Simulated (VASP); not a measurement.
```yaml
crystal:
  lattice:
    - [1.27704, -2.21190, 0.00000]
    - [1.27704, 2.21190, 0.00000]
    - [0.00000, 0.00000, 6.79320]
  atoms:
    - { symbol: B, position: [0.33333, 0.66667, 0.25000] }
    - { symbol: B, position: [0.66667, 0.33333, 0.75000] }
    - { symbol: N, position: [0.66667, 0.33333, 0.25000] }
    - { symbol: N, position: [0.33333, 0.66667, 0.75000] }
```

All values below come from PBE GGA, VASP's PBE PAW potentials (set 64) (plane waves; VASP). Numerical set-up: 520 eV cut-off, 9×9×3 Γ-centred mesh, Gaussian smearing of 0.050 eV, potentials B N.

Question: Give the stress tensor in GPa (positive for a compressed cell).

Answer: 
```
-15.80    0.00    0.00
  0.00  -15.80    0.00
  0.00    0.00    2.02
```
The pressure is its mean diagonal, -9.86 GPa.

The compound is BN in the hex structure. The cell was not relaxed at this level.
